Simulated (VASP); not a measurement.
## Mo: how cutoff and mesh change the relaxed cell

How far does the relaxed cell of Mo depend on cutoff and k mesh? The starting structure is a measured crystal structure from the Crystallography Open Database. The first relaxation on each setting starts from this cell expanded by 3 % in volume.

Calculated with VASP 6.6.1; Kohn-Sham DFT with plane waves and PAW; PBEsol.

### Step 1. Starting point

Symmetry: Im-3m, No. 229, cubic system. Conventional cell: a = 3.147 Å, b = 3.147 Å, c = 3.147 Å, α = 90.00°, β = 90.00°, γ = 90.00°. Nearest to Mo lie 8 Mo at 2.73 Å.

Coordinates:

```cif
data_structure
_symmetry_space_group_name_H-M 'Im-3m'
_symmetry_Int_Tables_number 229
_cell_length_a 3.1468
_cell_length_b 3.1468
_cell_length_c 3.1468
_cell_angle_alpha 90.000
_cell_angle_beta 90.000
_cell_angle_gamma 90.000
_cell_volume 31.16
loop_
_atom_site_label
_atom_site_type_symbol
_atom_site_symmetry_multiplicity
_atom_site_Wyckoff_symbol
_atom_site_fract_x
_atom_site_fract_y
_atom_site_fract_z
_atom_site_occupancy
Mo1 Mo 2 a 0.00000 0.00000 0.00000 1
```

### Step 2. Reference relaxation

This run starts from the cell of an earlier relaxation, which isn't shown; the restart sets up the plane waves anew.

Input file INCAR:

```
SYSTEM = Mo
PREC = Accurate
ENCUT = 450
EDIFF = 1E-06
NELM = 100
ISMEAR = 1
SIGMA = 0.15
LREAL = .FALSE.
ALGO = Normal
GGA = PS
NBANDS = 13
LASPH = .TRUE.
LORBIT = 11
LWAVE = .FALSE.
LCHARG = .FALSE.
KPAR = 8
IBRION = 2
NSW = 50
ISIF = 3
EDIFFG = -0.006
```

Input file POSCAR:

```
Mo
1.0
   -1.5659598621      1.5659598621      1.5659598621
    1.5659598621     -1.5659598621      1.5659598621
    1.5659598621      1.5659598621     -1.5659598621
Mo
1
Direct
    0.0000000000      0.0000000000      0.0000000000
```

Input file KPOINTS:

```
Automatic mesh
0
Gamma
20 20 20
0 0 0
```

PAW data sets: Mo_sv (PBE family, release 64).

The run is started by

```console
$ mpirun -np 8 vasp_std
```

Output:

```text
[banner, memory and clock lines left out]
running    8 mpi-ranks, on    1 nodes
 distrk:  each k-point on    1 cores,    8 groups
 distr:  one band on    1 cores,    1 groups

 POSCAR found type information on POSCAR Mo
 POSCAR found :  1 types and       1 ions
|                                                                             |
|           W    W    AA    RRRRR   N    N  II  N    N   GGGG   !!!           |
|           W    W   A  A   R    R  NN   N  II  NN   N  G    G  !!!           |
|           W    W  A    A  R    R  N N  N  II  N N  N  G       !!!           |
|           W WW W  AAAAAA  RRRRR   N  N N  II  N  N N  G  GGG   !            |
|           WW  WW  A    A  R   R   N   NN  II  N   NN  G    G                |
|           W    W  A    A  R    R  N    N  II  N    N   GGGG   !!!           |
|                                                                             |
|     For optimal performance we recommend to set                             |
|       NCORE = 2 up to number-of-cores-per-socket                            |
|     NCORE specifies how many cores store one orbital (NPAR=cpu/NCORE).      |
|     This setting can greatly improve the performance of VASP for DFT.       |
|     The default, NCORE=1 might be grossly inefficient on modern             |
|     multi-core architectures or massively parallel machines. Do your        |
|     Unfortunately you need to use the default for GW and RPA                |
|     calculations (for HF NCORE is supported but not extensively tested      |
|     yet).                                                                   |
|                                                                             |

|                                                                             |
|               ----> ADVICE to this user running VASP <----                  |
|                                                                             |
|     You enforced a specific xc type in the INCAR file but a different       |
|     [... a line on the potential file left out ...]
|     I HOPE YOU KNOW WHAT YOU ARE DOING!                                     |
|                                                                             |

 LDA part: xc-table for (Slater+PW92), standard interpolation
 POSCAR, INCAR and KPOINTS ok, starting setup
 FFT: planning ... GRIDC
 FFT: planning ... GRID_SOFT
 FFT: planning ... GRID
 WAVECAR not read
 entering main loop
       N       E                     dE             d eps       ncg     rms          rms(c)
DAV:   1     0.809735993421E+02    0.80974E+02   -0.74551E+03  6772   0.999E+02
DAV:   2    -0.115650456141E+02   -0.92539E+02   -0.89150E+02  7571   0.291E+02
DAV:   3    -0.125333302764E+02   -0.96828E+00   -0.96520E+00  7486   0.297E+01
DAV:   4    -0.125354817031E+02   -0.21514E-02   -0.21512E-02  7491   0.168E+00
DAV:   5    -0.125354941645E+02   -0.12461E-04   -0.12461E-04  7556   0.114E-01    0.165E+01
DAV:   6    -0.118802543885E+02    0.65524E+00   -0.77899E-01  6836   0.108E+01    0.448E+00
DAV:   7    -0.117856381037E+02    0.94616E-01   -0.15004E-01  7396   0.450E+00    0.955E-01
DAV:   8    -0.117795965691E+02    0.60415E-02   -0.40032E-03  6906   0.799E-01    0.210E-01
DAV:   9    -0.117796123882E+02   -0.15819E-04   -0.85770E-05  7844   0.111E-01    0.880E-02
DAV:  10    -0.117796186384E+02   -0.62502E-05   -0.84319E-06  6931   0.333E-02    0.355E-03
DAV:  11    -0.117796188213E+02   -0.18292E-06   -0.68453E-08  3728   0.287E-03
   1 F= -.11779619E+02 E0= -.11779452E+02  d E =-.117796E+02
 curvature:   0.00 expect dE= 0.000E+00 dE for cont linesearch  0.000E+00
 trial: gam= 0.00000 g(F)=  0.154E-61 g(S)=  0.117E-04 ort = 0.000E+00 (trialstep = 0.100E+01)
 search vector abs. value=  0.117E-04
 bond charge predicted
       N       E                     dE             d eps       ncg     rms          rms(c)
DAV:   1    -0.117799028809E+02   -0.28424E-03   -0.62099E-03  6751   0.105E+00    0.199E-01
DAV:   2    -0.117796248321E+02    0.27805E-03   -0.42635E-04  6696   0.259E-01    0.333E-02
DAV:   3    -0.117796044635E+02    0.20369E-04   -0.63347E-05  7001   0.984E-02    0.301E-02
DAV:   4    -0.117796079616E+02   -0.34981E-05   -0.15937E-06  6018   0.131E-02    0.116E-03
DAV:   5    -0.117796079824E+02   -0.20829E-07   -0.11803E-07  3398   0.425E-03
   2 F= -.11779608E+02 E0= -.11779439E+02  d E =0.108389E-04
 trial-energy change:    0.000011  1 .order    0.000011   -0.000012    0.000034
 step:   0.2555(harm=  0.2555)  dis= 0.00000  next Energy=   -11.779620 (dE=-0.150E-05)
 bond charge predicted
       N       E                     dE             d eps       ncg     rms          rms(c)
DAV:   1    -0.117797844300E+02   -0.17647E-03   -0.34407E-03  6756   0.779E-01    0.147E-01
DAV:   2    -0.117796322881E+02    0.15214E-03   -0.23744E-04  6696   0.193E-01    0.248E-02
DAV:   3    -0.117796205741E+02    0.11714E-04   -0.34940E-05  6966   0.730E-02    0.222E-02
DAV:   4    -0.117796203892E+02    0.18493E-06   -0.87534E-07  5335   0.980E-03
   3 F= -.11779620E+02 E0= -.11779453E+02  d E =-.156790E-05
 curvature:  -0.13 expect dE=-0.237E-06 dE for cont linesearch -0.237E-06
 trial: gam= 0.00000 g(F)=  0.938E-63 g(S)=  0.185E-05 ort =-0.466E-05 (trialstep = 0.851E+00)
 search vector abs. value=  0.185E-05
 reached required accuracy - stopping structural energy minimisation
```

Run time: 12 s. Hardware: 8 MPI ranks of Intel Xeon Platinum 8488C (Sapphire Rapids), shared host; peak memory 1.2 GiB; 85 s of CPU time.

Lines that name or quote the potential files are left out of all logs, and their timing lines are given in words.

OUTCAR, selected parts (step 2):

```text
ion  position               nearest neighbor table
   1  0.000  0.000  0.000-

  LATTYP: Found a body centered cubic cell.
 ALAT       =     3.1319197242

 Subroutine GETGRP returns: Found 48 space group operations
 (whereof 48 operations were pure point group operations)

The static configuration has the point symmetry O_h .

 Found    256 irreducible k-points:

   k-points           NKPTS =    256   k-points in BZ     NKDIM =    256   number of bands    NBANDS=     13

   dimension x,y,z NGX =    20 NGY =   20 NGZ =   20
   dimension x,y,z NGXF=    40 NGYF=   40 NGZF=   40

   ENCUT  =  450.0 eV  33.07 Ry    5.75 a.u.   4.69  4.69  4.69*2*pi/ulx,y,z

   NELECT =      14.0000    total number of electrons

 k-points in reciprocal lattice and weights: Automatic mesh
   0.00000000  0.00000000  0.00000000       0.000
   0.05000000  0.00000000  0.00000000       0.002
   0.10000000  0.00000000  0.00000000       0.002
   0.15000000  0.00000000  0.00000000       0.002
   0.20000000  0.00000000  0.00000000       0.002
   0.25000000  0.00000000  0.00000000       0.002
   0.30000000  0.00000000  0.00000000       0.002
   0.35000000  0.00000000  0.00000000       0.002
   0.40000000  0.00000000  0.00000000       0.002
[...]
0.50000000  0.50000000  0.45000000       0.002
   0.50000000  0.50000000  0.50000000       0.000

 average (electrostatic) potential at core
       1 -68.7449

 E-fermi :  12.7719

 k-point     1 :       0.0000    0.0000    0.0000
  band No.  band energies     occupation
    ...
      4     -21.6902      2.00000
      5       5.4103      2.00000
      6      11.3505      2.00000
      7      11.3505      2.00000
      8      11.3505      2.00000
      9      14.4319     -0.00000
     10      14.4319     -0.00000
     11      27.5889      0.00000
     12      27.5889      0.00000
     13      27.5889      0.00000

 k-point     2 :       0.0500    0.0000    0.0000
  band No.  band energies     occupation
    ...
      4     -21.6906      2.00000
      5       5.5243      2.00000
      6      11.2853      2.00000
      7      11.3404      2.00000
      8      11.4575      2.00000
      9      14.3327     -0.00000
     10      14.4332     -0.00000
     11      27.6772      0.00000
     12      27.7810      0.00000
     13      27.8240      0.00000

 k-point     3 :       0.1000    0.0000    0.0000
  band No.  band energies     occupation
    ...
      4     -21.6916      2.00000
      5       5.8527      2.00000
      6      11.1016      2.00000
      7      11.2971      2.00000
      8      11.7748      2.00000
      9      14.1011     -0.00000
     10      14.4409     -0.00000
     11      27.9015      0.00000
     12      28.3436      0.00000
     13      28.4350      0.00000

  Total        0.0035799      0.0035799      0.0035799     -0.0000000      0.0000000      0.0000000
  in kB        0.3735294      0.3735294      0.3735294     -0.0000000      0.0000000      0.0000000
  external PRESSURE =       0.3735294 kB  Pullay stress =       0.0000000 kB

  energy-cutoff  :      450.00
  volume of cell :       15.36
      direct lattice vectors                 reciprocal lattice vectors
    -1.565786235  1.565786235  1.565786235     0.000000000  0.319328392  0.319328392
     1.565786235 -1.565786235  1.565786235     0.319328392  0.000000000  0.319328392
     1.565786235  1.565786235 -1.565786235     0.319328392  0.319328392  0.000000000

 POSITION                                       TOTAL-FORCE (eV/Angst)
 -----------------------------------------------------------------------------------
     -0.00000      0.00000      0.00000         0.000000     -0.000000      0.000000
 -----------------------------------------------------------------------------------
    total drift:                                0.000000      0.000000      0.000000

  FREE ENERGIE OF THE ION-ELECTRON SYSTEM (eV)
  ---------------------------------------------------
  free  energy   TOTEN  =       -11.7796203892 eV

  energy  without entropy=      -11.7791192717  energy(sigma->0) =      -11.77945335

 reached required accuracy - stopping structural energy minimisation

 total charge
# of ion       s       p       d       tot
------------------------------------------
    1        2.391   6.214   3.940  12.544

[... 3 further parts left out ...]
```

CONTCAR:

```
Mo
   1.00000000000000
    -1.5657862348764957    1.5657862348764957    1.5657862348764957
     1.5657862348764957   -1.5657862348764957    1.5657862348764957
     1.5657862348764957    1.5657862348764957   -1.5657862348764957
  Mo
     1
Direct
     0.0000000000000000    0.0000000000000000    0.0000000000000000
```

The PAW data sets were made with PBE, which is usual practice but a small mismatch for other functionals. The run keeps the 48 symmetry operations of its start, so it cannot find a distortion of lower symmetry.

The reference relaxation ends at 15.355 Å³ an atom. Pressures at 0.985 and 1.015 times this volume, from two more relaxations that aren't shown, give a bulk modulus of 281.7 GPa.

### Step 3. Relaxation with a cutoff of 240 eV

Against step 2 the input has ENCUT = 240. This run starts from the cell of an earlier relaxation, which isn't shown; the restart sets up the plane waves anew.

Changes to INCAR since step 2:

```diff
@@ -2,3 +2,3 @@
 PREC = Accurate
-ENCUT = 450
+ENCUT = 240
 EDIFF = 1E-06
```

Input file POSCAR:

```
Mo
1.0
   -1.5562247637      1.5562247637      1.5562247637
    1.5562247637     -1.5562247637      1.5562247637
    1.5562247637      1.5562247637     -1.5562247637
Mo
1
Direct
    0.0000000000      0.0000000000      0.0000000000
```

KPOINTS is that of step 2.

The run is started by

```console
$ mpirun -np 8 vasp_std
```

Output:

```text
[banner, memory and clock lines left out]
running    8 mpi-ranks, on    1 nodes
[...]
[... a notice as in an earlier step ...]

 [... a notice as in an earlier step ...]

 LDA part: xc-table for (Slater+PW92), standard interpolation
 POSCAR, INCAR and KPOINTS ok, starting setup
[...]
entering main loop
       N       E                     dE             d eps       ncg     rms          rms(c)
DAV:   1     0.393866085517E+02    0.39387E+02   -0.52569E+03  7223   0.632E+02
DAV:   2    -0.121203480381E+02   -0.51507E+02   -0.49761E+02  7656   0.201E+02
DAV:   3    -0.125008460213E+02   -0.38050E+00   -0.38020E+00  7376   0.166E+01
DAV:   4    -0.125012833222E+02   -0.43730E-03   -0.43730E-03  7416   0.666E-01
[...]
DAV:   9    -0.117593415053E+02   -0.14499E-04   -0.59690E-05  7671   0.908E-02    0.737E-02
DAV:  10    -0.117593508052E+02   -0.92999E-05   -0.36000E-06  7011   0.200E-02    0.443E-03
DAV:  11    -0.117593507353E+02    0.69899E-07   -0.19131E-07  3538   0.529E-03
   1 F= -.11759351E+02 E0= -.11759153E+02  d E =-.117594E+02
[... from here on, the cycles between the ionic steps are left out ...]
   2 F= -.11695661E+02 E0= -.11695493E+02  d E =0.636896E-01
   3 F= -.11762621E+02 E0= -.11762417E+02  d E =-.327060E-02
   4 F= -.11762624E+02 E0= -.11762420E+02  d E =-.327330E-02
[...]
reached required accuracy - stopping structural energy minimisation
```

The job ended after 7.6 s (8 MPI ranks; peak memory 0.91 GiB).

From OUTCAR (step 3):

```text
  Total        0.0015452      0.0015452      0.0015452      0.0000000      0.0000000     -0.0000000
  in kB        0.1664004      0.1664004      0.1664004      0.0000000      0.0000000     -0.0000000
  external PRESSURE =       0.1664004 kB  Pullay stress =       0.0000000 kB

 POSITION                                       TOTAL-FORCE (eV/Angst)
 -----------------------------------------------------------------------------------
      1.54939      1.54939      1.54939         0.000000      0.000000      0.000000
 -----------------------------------------------------------------------------------
    total drift:                               -0.000000      0.000000     -0.000000

  FREE ENERGIE OF THE ION-ELECTRON SYSTEM (eV)
  ---------------------------------------------------
  free  energy   TOTEN  =       -11.7626240378 eV

  energy  without entropy=      -11.7620113228  energy(sigma->0) =      -11.76241980

[... 2 parts as in an earlier step ...]

[... 2 further parts left out ...]
[key lines of the parts left out:]
E-fermi :  13.3074
```

With a cutoff of 240 eV the cell ends at 14.878 Å³ an atom, -3.11 % from the reference, and since the restart alone still moved it by -1.3 % it may not have settled; the bulk modulus is 306.6 GPa against 281.7 GPa.

### Step 4. Relaxation with an 11×11×11 mesh

Against step 2 the input has an 11×11×11 mesh. This run starts from the cell of an earlier relaxation, which isn't shown; the restart sets up the plane waves anew.

Changes to INCAR since step 3:

```diff
@@ -2,3 +2,3 @@
 PREC = Accurate
-ENCUT = 240
+ENCUT = 450
 EDIFF = 1E-06
```

Input file POSCAR:

```
Mo
1.0
   -1.5660757825      1.5660757825      1.5660757825
    1.5660757825     -1.5660757825      1.5660757825
    1.5660757825      1.5660757825     -1.5660757825
Mo
1
Direct
    0.0000000000      0.0000000000      0.0000000000
```

Input file KPOINTS:

```
Automatic mesh
0
Gamma
11 11 11
0 0 0
```

The run is started by

```console
$ mpirun -np 8 vasp_std
```

Output:

```text
[... set-up lines as in an earlier step ...]
 entering main loop
       N       E                     dE             d eps       ncg     rms          rms(c)
DAV:   1     0.823217432375E+02    0.82322E+02   -0.73940E+03  1477   0.995E+02
DAV:   2    -0.115335732991E+02   -0.93855E+02   -0.90116E+02  1626   0.292E+02
DAV:   3    -0.125098373918E+02   -0.97626E+00   -0.97406E+00  1651   0.299E+01
DAV:   4    -0.125119234470E+02   -0.20861E-02   -0.20860E-02  1631   0.168E+00
[...]
DAV:   9    -0.117527578939E+02    0.36014E-03   -0.32670E-04  1631   0.214E-01    0.564E-02
DAV:  10    -0.117527596209E+02   -0.17270E-05   -0.16443E-05  1546   0.482E-02    0.270E-03
DAV:  11    -0.117527600090E+02   -0.38813E-06   -0.17379E-07   883   0.537E-03
   1 F= -.11752760E+02 E0= -.11751797E+02  d E =-.117528E+02
[...]
N       E                     dE             d eps       ncg     rms          rms(c)
DAV:   1    -0.117537730588E+02   -0.10134E-02   -0.21732E-02  1486   0.195E+00    0.376E-01
DAV:   2    -0.117527671644E+02    0.10059E-02   -0.15726E-03  1476   0.497E-01    0.582E-02
DAV:   3    -0.117527109724E+02    0.56192E-04   -0.18020E-04  1551   0.166E-01    0.523E-02
DAV:   4    -0.117527202319E+02   -0.92595E-05   -0.65747E-06  1496   0.257E-02    0.179E-03
DAV:   5    -0.117527203309E+02   -0.98980E-07   -0.24869E-07   793   0.627E-03
   2 F= -.11752720E+02 E0= -.11751778E+02  d E =0.396781E-04
 trial-energy change:    0.000040  1 .order    0.000038   -0.000041    0.000117
 step:   0.2590(harm=  0.2590)  dis= 0.00000  next Energy=   -11.752765 (dE=-0.531E-05)
[...]
N       E                     dE             d eps       ncg     rms          rms(c)
DAV:   1    -0.117533440836E+02   -0.62385E-03   -0.11958E-02  1486   0.145E+00    0.276E-01
DAV:   2    -0.117527943170E+02    0.54977E-03   -0.87218E-04  1476   0.369E-01    0.432E-02
DAV:   3    -0.117527628401E+02    0.31477E-04   -0.98102E-05  1541   0.122E-01    0.379E-02
DAV:   4    -0.117527645652E+02   -0.17252E-05   -0.36435E-06  1483   0.191E-02    0.124E-03
DAV:   5    -0.117527645039E+02    0.61379E-07   -0.12353E-07   743   0.441E-03
   3 F= -.11752765E+02 E0= -.11751806E+02  d E =-.449488E-05
[...]
reached required accuracy - stopping structural energy minimisation
```

The job ended after 5 s (8 MPI ranks; peak memory 1 GiB).

From OUTCAR (step 4):

```text
  Total        0.0015294      0.0015294      0.0015294      0.0000000     -0.0000000      0.0000000
  in kB        0.1595868      0.1595868      0.1595868      0.0000000     -0.0000000      0.0000000
  external PRESSURE =       0.1595868 kB  Pullay stress =       0.0000000 kB

 POSITION                                       TOTAL-FORCE (eV/Angst)
 -----------------------------------------------------------------------------------
      0.00000     -0.00000      0.00000        -0.000000     -0.000000     -0.000000
 -----------------------------------------------------------------------------------
    total drift:                                0.000000     -0.000000      0.000000

  FREE ENERGIE OF THE ION-ELECTRON SYSTEM (eV)
  ---------------------------------------------------
  free  energy   TOTEN  =       -11.7527645039 eV

  energy  without entropy=      -11.7498902677  energy(sigma->0) =      -11.75180643

[... 1 part as in an earlier step ...]

[... 3 further parts left out ...]
[key lines of the parts left out:]
E-fermi :  12.6646
```

With an 11×11×11 mesh the cell ends at 15.354 Å³ an atom, -0.01 % from the reference; the bulk modulus is 268.4 GPa against 281.7 GPa.

(Part 1 of 2 ends here.)

[Lines on the potential files, build, host, timing and source positions are cut from VASP's logs without a mark.]

[Logs are printed without paths, hosts, clocks, repeated set-up lines and the standing remarks that a program may print on its own settings, such as how far it seeks lower states.]

[Hosts, paths, dates, database ids (printed as entryN), source tags and the programs' standing remarks are cut or masked in the printed files.]
